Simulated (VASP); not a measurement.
# KTaO3: transverse stress against strain

KTaO3 (cubic perovskite, Pm-3m, 12.704 Å³/atom and stress up to 0.13 GPa in the relaxed cell, cube axes along x, y and z) under a strain ε along a cube axis (axis z), the other axes held. PBEsol in VASP (plane waves, PAW), 600 eV, 8×8×8 Γ-centred mesh, Gaussian smearing 0.05 eV; ions are relaxed, or left where forces stay under 0.02 eV/Å, within the symmetry of each cell. Stress is positive for a compressed cell.

Here s stands for strain and y for stress xx.

| strain (%) | stress xx (GPa) |
|---|---|
| -1.50 | 1.08 |
| -1.00 | 0.67 |
| -0.50 | 0.27 |
| 0.00 | -0.13 |
| 0.50 | -0.52 |
| 1.00 | -0.89 |
| 1.50 | -1.26 |
| 3.00 | ? |

Taking a straight line for y over the 7 complete rows: Means: s 0, y -0.111. About the means, the sum of products is -5.4650 and the sum of squares of s is 7.0000; the slope is their ratio. Least squares gives y = -0.111 - 0.7807·s. Residuals (row less fit): 0.020, 0.000, -0.009, -0.019, -0.019, 0.002, 0.022; standard error 0.018 (degrees of freedom: 5). The slope gives the elastic constant C12 = 78.1 ± 0.7 GPa (± standard error of the fit, which holds the terms cut off).

Q: Predict the withheld y at s = 3.00 from the fit, and compare with the calculation.

A: y = -0.111 - 0.7807 × 3.0 = -2.453 GPa. The calculation gives -2.30 GPa, 0.153 GPa above the prediction (4.5 % of the range of y in the table). The row lies outside the fitted rows, so this is an extrapolation. From the scatter of the fitted rows alone, a prediction at this place has a standard error of 0.029 GPa, so the miss is 5.3 times that.

A polynomial of degree 2 through the 12 other runs of the series gives -2.29 there, so most of the miss is curvature that the fit leaves out. The primitive cell can neither tilt nor turn polar against its symmetry, as such crystals can under strain. Rows are the converged runs of the series near zero and its far end; series whose fitted rows scatter by over a few per cent of the range, as at a crossing or softening among them, aren't shown in this form, nor equations of state whose B0' disagrees with the runs' pressures. Most that stay on the fit to the last digits aren't either.
